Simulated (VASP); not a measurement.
GaN (wurtzite): the mBJ gap over mesh and path against the volume, with shape and ions relaxed at each volume; LDA's own equilibrium is at 11.115 Å³/atom. VASP (PAW), 520 eV cut-off, 9×9×5 Γ-centred mesh, Gaussian smearing of 0.050 eV, potentials Ga_d N. mBJ is a potential without an energy functional, so only the levels count. Fit the value as a straight line in ln V.

```csv
V (Å³/atom),mBJ gap over mesh and path (eV)
9.781,3.998
10.114,3.811
10.448,3.624
10.781,3.438
11.115,3.253
11.448,3.070
```

Fit the rows as the text says and predict the value at 11.782.

The slope against ln V is -5.90 eV, the volume deformation potential of this gap. The line misses the rows by up to 0.008 and gives 2.908 at 11.782. The run gave 2.888, -0.020 from the line.

Left out are failed runs and those whose mesh is unfit for this quantity.

The compound is GaN in the wurtzite structure.
